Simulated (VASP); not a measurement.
Output of a VASP run:

OSZICAR:
```
       N       E                     dE             d eps       ncg     rms          rms(c)
DAV:   1     0.343773916250E+02    0.34377E+02   -0.91688E+03  1680   0.142E+03
DAV:   2    -0.268582295703E+02   -0.61236E+02   -0.57631E+02  2112   0.262E+02
DAV:   3    -0.288512811145E+02   -0.19931E+01   -0.19296E+01  2216   0.352E+01
DAV:   4    -0.288680892294E+02   -0.16808E-01   -0.16790E-01  1972   0.342E+00
DAV:   5    -0.288682673973E+02   -0.17817E-03   -0.17814E-03  2164   0.279E-01    0.549E+01
DAV:   6    -0.264660289075E+02    0.24022E+01   -0.53939E+00  2000   0.157E+01    0.404E+01
DAV:   7    -0.264222548142E+02    0.43774E-01   -0.16852E+00  2080   0.917E+00    0.124E+01
DAV:   8    -0.263529782344E+02    0.69277E-01   -0.47916E-01  2008   0.499E+00    0.192E+00
DAV:   9    -0.263478648060E+02    0.51134E-02   -0.35205E-02  1940   0.149E+00    0.284E-01
DAV:  10    -0.263477833785E+02    0.81428E-04   -0.92084E-04  2012   0.276E-01    0.369E-01
DAV:  11    -0.263477850561E+02   -0.16776E-05   -0.11638E-04  2020   0.870E-02    0.202E-01
DAV:  12    -0.263477803310E+02    0.47251E-05   -0.97726E-06  2032   0.286E-02    0.173E-02
DAV:  13    -0.263477805210E+02   -0.18994E-06   -0.45584E-07  2056   0.671E-03    0.404E-03
DAV:  14    -0.263477805296E+02   -0.86375E-08   -0.72756E-09  1156   0.819E-04
   1 F= -.26347781E+02 E0= -.26347629E+02  d E =-.454509E-03
```

### OUTCAR
```
------------------------ aborting loop because EDIFF is reached ----------------------------------------
  FORCE on cell =-STRESS in cart. coord.  units (eV):
  Direction    XX          YY          ZZ          XY          YZ          ZX
  --------------------------------------------------------------------------------------
  Total        2.6106873      2.6106878      0.9492512      0.0000000     -0.0000000     -0.0000000
  in kB      145.9620261    145.9620511     53.0720902      0.0000000     -0.0000000     -0.0000000
  external PRESSURE =     114.9987225 kB  Pullay stress =       0.0000000 kB
  volume of cell :       28.66
      direct lattice vectors                 reciprocal lattice vectors
     1.539281423 -2.666113859  0.000000000     0.324826892 -0.187538877  0.000000000
     1.539281423  2.666113859  0.000000000     0.324826892  0.187538877  0.000000000
     0.000000000  0.000000000  3.491393850     0.000000000  0.000000000  0.286418560
 POSITION                                       TOTAL-FORCE (eV/Angst)
 -----------------------------------------------------------------------------------
      0.00000      0.00000      0.00000         0.000000      0.000000      0.000000
      1.53928      0.88871      1.74570        -0.000000     -0.000000      0.000000
      1.53928     -0.88871      1.74570         0.000000      0.000000      0.000000
 -----------------------------------------------------------------------------------
    total drift:                                0.000000      0.000000      0.000000
  FREE ENERGIE OF THE ION-ELECTRON SYSTEM (eV)
  ---------------------------------------------------
  free  energy   TOTEN  =       -26.3477805296 eV

  energy  without entropy=      -26.3473260202  energy(sigma->0) =      -26.34762903
```
(Selected blocks of OUTCAR.)

**POSCAR**
```
HfB2
1
    1.5392814228    -2.6661138592     0.0000000000
    1.5392814228     2.6661138592     0.0000000000
    0.0000000000     0.0000000000     3.4913938500
Hf B
1 2
Direct
  1.0000000000   0.0000000000   0.0000000000
  0.3333330000   0.6666670000   0.5000000000
  0.6666670000   0.3333330000   0.5000000000
```

### Question
Write an INCAR and KPOINTS that could have produced this output.

### Answer
One answer among several that fit: the input of the run itself, PBE GGA, plane waves, VASP's PBE PAW potentials (set 64).

### INCAR
```
# general
SYSTEM   =  HfB2
PREC     =  Accurate
ENCUT    =  600   # plane-wave cut-off (eV)
LREAL    =  .False.
LASPH    =  .True.   # aspherical one-centre terms

# electronic loop
EDIFF    =  1E-7
NELM     =  100   # most electronic steps
ALGO     =  Normal
LMAXMIX  =  6   # l cut-off of mixed one-centre charges

# smearing
ISMEAR   =  1
SIGMA    =  0.1   # width (eV)

# functional
GGA      =  PE   # PBE

# ions
ISIF     =  2

# output
LWAVE    =  .False.
LCHARG   =  .False.
```

### KPOINTS
```
kpoints
0
G
 10 10 8
0 0 0
```

POTCAR, in this order: Hf_pv B (PBE.64 set). Program: vasp_std.

The compound is HfB2 in the AlB2 type structure. This cell was strained or had an atom moved on purpose.
